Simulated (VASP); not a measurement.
Input:

```xyz
2
Lattice="0.0000 3.3526 3.3526 3.3526 0.0000 3.3526 3.3526 3.3526 0.0000" Properties=species:S:1:pos:R:3 pbc="T T T"
K      0.0000     0.0000     0.0000
Br     3.3526     3.3526     3.3526
```

These are PBE GGA, VASP's PBE PAW potentials (set 64) (plane waves; VASP) values and carry that method's errors. Run with 520 eV cut-off, 6×6×6 Γ-centred mesh, Gaussian smearing of 0.050 eV, potentials K_sv Br.

Q: What does the run give for the energy per atom (σ→0), band gap (on the k-mesh) with the smallest direct gap where there is one?

A: 
```
Item                                          Value
-----------------------------------  --------------
band gap (on the k-mesh)                    4.31 eV
smallest direct gap (on the k-mesh)         4.31 eV
energy per atom (σ→0)                -3.112 eV/atom
```

Only differences to runs with the same potentials and settings are physical.

The compound is KBr in the rock salt structure. It was relaxed first.
